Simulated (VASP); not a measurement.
Input:

```
NaH
1.0
    0.00000     2.46188     2.46188
    2.46188     0.00000     2.46188
    2.46188     2.46188     0.00000
Na H
1 1
Direct
  0.00000   0.00000   0.00000
  0.50000   0.50000   0.50000
```

Method: PW91 GGA, VASP's PBE PAW potentials (set 64) (plane waves; VASP). Run with 520 eV cut-off, 9×9×9 Γ-centred mesh, Gaussian smearing of 0.050 eV, potentials Na_pv H.

Task: Predict the energy per atom (σ→0), pressure.

Result: 
```json
{
  "energy per atom (σ→0)": "-2.570 eV/atom",
  "pressure": "-1.25 GPa"
}
```

Total energies compare only between runs with the same potentials, cut-off and functional.

The compound is NaH in the rock salt structure. This cell is one point of a volume scan, at 1.06 of the reference volume.
